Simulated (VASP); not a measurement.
# Pd: energy against volume

Pd (fcc, Fm-3m, 15.269 Å³/atom and stress up to 0.20 GPa in the relaxed cell, cube axes along x, y and z) under an equal strain ε along all three axes. PBE in VASP (plane waves, PAW), 480 eV, 20×20×20 Γ-centred mesh, Methfessel-Paxton smearing 0.10 eV.

Here V stands for volume and E for E less E0.

| volume (Å³/atom) | E less E0 (meV/atom) | pressure (GPa) |
|---|---|---|
| 14.3713 | 32.77 | 12.34 |
| 14.5924 | 18.20 | 8.90 |
| 14.8157 | 8.07 | 5.75 |
| 15.0413 | 2.09 | 2.86 |
| 15.2692 | 0.00 | 0.20 |
| 15.4994 | 1.53 | -2.23 |
| 15.7319 | 6.45 | -4.45 |
| 15.9667 | 14.52 | -6.47 |
| 16.2038 | 25.52 | -8.32 |
| 16.6851 | ? | ? |

Problem. Fit E against V with the third-order Birch-Murnaghan form, a cubic in V^(-2/3), and predict the withheld value at V = 16.6851.

Solution. With u = V^(-2/3) - 0.163, the rows have u = 0.006175, 0.004462, 0.002775, 0.001113, -0.000524, -0.002137, -0.003726, -0.005291, -0.006833. Least squares gives E = 0.265 + 868.44·u + 691055·u² + 3368545·u³. Residuals (row less fit): -0.001, 0.002, 0.002, -0.002, 0.001, -0.002, 0.001, 0.003, -0.002; standard error 0.003 (degrees of freedom: 5). Its minimum lies at u = -0.000631, so V0 = (0.162369)^(-3/2) = 15.28. There d²E/du² = 1369000 and d³E/du³ = 2.021e7, so B0 = (4/9) × 15.28^(-7/3) × 1369000 × 0.160218 = 168 GPa (the last factor turns the table's units into GPa), and B0' = 4 + (2/3) × 0.162369 × (2.021e7)/1369000 = 5.6. B0' rests on the cubic coefficient alone and has a standard error of 0.1 from these residuals. At the withheld row, u = -0.009851, so E = 0.265 + 868.44 × (-0.009851) + 691055 × (-0.009851)² + 3368545 × (-0.009851)³ = 55.551 meV/atom. The calculation gives 55.53 meV/atom, 0.021 meV/atom below the prediction (0.0 % of the range of E in the table). The row lies outside the fitted rows, so this is an extrapolation. The scatter of the fitted rows lies at the last printed digit.

In a metal these values are sensitive to mesh and smearing; energies are taken to zero smearing, stresses follow the free energy. The runs aren't spin-polarised. Other structures, which can take over under pressure, weren't tried. The same form fitted to the pressure column gives B0' = 5.6; series where the two differ by over 0.4 aren't shown. Rows are the converged runs of the series near zero and its far end, less any whose ions stayed unrelaxed beside relaxed ones; series whose fitted rows scatter by over a few per cent of the range, as at a crossing or softening among them, aren't shown in this form.
